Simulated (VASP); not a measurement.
Calculation: PBE GGA, VASP's PBE PAW potentials (set 64) (plane waves; VASP).

A VASP calculation is set up with these files.

**INCAR**
```
ALGO  =  Normal
EDIFF  =  1E-6
ENCUT  =  400
GGA  =  PE
ISIF  =  2
ISMEAR  =  0
ISPIN  =  1
LASPH  =  .True.
LCHARG  =  .False.
LMAXMIX  =  4
LORBIT  =  10
LREAL  =  .False.
LWAVE  =  .False.
NELM  =  100
PREC  =  Accurate
SIGMA  =  0.05
SYSTEM  =  VSe2
```

File KPOINTS:
```
K-points
0
gamma
  7 7 7
```

POSCAR:
```
VSe2
6.1186630
  0.2582743975   0.1491147658   1.0000000000
 -0.2582743975   0.1491147658   1.0000000000
  0.0000000000  -0.2982295315   1.0000000000
V Se
1 2
Cart
  0.0000000000   0.0000000000   0.0000000000
 -0.0000000000  -0.0000000000   2.2569000000
 -0.0000000000   0.0000000000   1.7430000000
```

POTCAR, in this order: V_sv Se (PBE.64 set). Program: vasp_std.

What VASP printed:

File OSZICAR:
```
       N       E                     dE             d eps       ncg     rms          rms(c)
DAV:   1     0.168643691831E+03    0.16864E+03   -0.10941E+04  1488   0.124E+03
DAV:   2    -0.100089983657E+02   -0.17865E+03   -0.17738E+03  1624   0.353E+02
DAV:   3    -0.198692456619E+02   -0.98602E+01   -0.95834E+01  1736   0.749E+01
DAV:   4    -0.199767263218E+02   -0.10748E+00   -0.10742E+00  1688   0.851E+00
DAV:   5    -0.199774672046E+02   -0.74088E-03   -0.74083E-03  1840   0.772E-01    0.231E+01
DAV:   6    -0.218360369177E+02   -0.18586E+01   -0.72917E+01  1768   0.580E+01    0.193E+01
DAV:   7    -0.184064398063E+02    0.34296E+01   -0.71396E+01  1872   0.590E+01    0.105E+01
DAV:   8    -0.178058322506E+02    0.60061E+00   -0.33139E+00  1744   0.138E+01    0.263E+00
DAV:   9    -0.177577058196E+02    0.48126E-01   -0.39472E-01  1752   0.423E+00    0.557E-01
DAV:  10    -0.177566834476E+02    0.10224E-02   -0.10186E-02  1440   0.882E-01    0.206E-01
DAV:  11    -0.177566161387E+02    0.67309E-04   -0.10372E-03  1848   0.261E-01    0.660E-02
DAV:  12    -0.177566511041E+02   -0.34965E-04   -0.13371E-04  1656   0.972E-02    0.242E-02
DAV:  13    -0.177566494094E+02    0.16947E-05   -0.29802E-05  1752   0.449E-02    0.842E-03
DAV:  14    -0.177566512094E+02   -0.18000E-05   -0.30996E-06  1456   0.142E-02    0.530E-03
DAV:  15    -0.177566510804E+02    0.12903E-06   -0.20151E-06   792   0.113E-02
   1 F= -.17756651E+02 E0= -.17752922E+02  d E =-.745776E-02
```

**OUTCAR**
```
------------------------ aborting loop because EDIFF is reached ----------------------------------------
  FORCE on cell =-STRESS in cart. coord.  units (eV):
  Direction    XX          YY          ZZ          XY          YZ          ZX
  --------------------------------------------------------------------------------------
  Total        4.8256108      4.8256090      3.8580668      0.0000000      0.0000000      0.0000000
  in kB      146.0629310    146.0628777    116.7770391      0.0000000      0.0000000      0.0000000
  external PRESSURE =     136.3009493 kB  Pullay stress =       0.0000000 kB
  volume of cell :       52.93
      direct lattice vectors                 reciprocal lattice vectors
     1.580294000  0.912383000  6.118663000     0.316396822  0.182671824  0.054478132
    -1.580294000  0.912383000  6.118663000    -0.316396822  0.182671824  0.054478132
     0.000000000 -1.824766000  6.118663000     0.000000000 -0.365343648  0.054478132
 POSITION                                       TOTAL-FORCE (eV/Angst)
 -----------------------------------------------------------------------------------
      0.00000      0.00000      0.00000         0.000000     -0.000000      0.034110
      0.00000      0.00000     13.80921         0.000000     -0.000000      0.896229
      0.00000      0.00000     10.66483         0.000000      0.000000     -0.930338
 -----------------------------------------------------------------------------------
    total drift:                                0.000000      0.000010     -0.000082
  FREE ENERGIE OF THE ION-ELECTRON SYSTEM (eV)
  ---------------------------------------------------
  free  energy   TOTEN  =       -17.7566510804 eV

  energy  without entropy=      -17.7491933253  energy(sigma->0) =      -17.75292220

 total charge

# of ion       s       p       d       tot
------------------------------------------
    1        2.252   6.255   3.197  11.704
    2        1.485   2.360   0.070   3.915
    3        1.484   2.361   0.070   3.915
--------------------------------------------------
tot          5.221  10.976   3.337  19.535
```
(Selected blocks of OUTCAR.)

The structure was generated: VSe2 was put into the 3R-MoS2 type (R3m), which need not be its known phase. The cell was not relaxed at this level. The k-mesh is coarse (spacing up to 0.33 per Å, 2π included), so the numbers may not be converged in it. The run is one of a series of settings (ISPIN = 1, the spin start removed against the base run), some of them coarse on purpose. The run is not spin-polarised, so no magnetic state was tried. The electron count is odd and the run is not spin-polarised, which forces a metal.
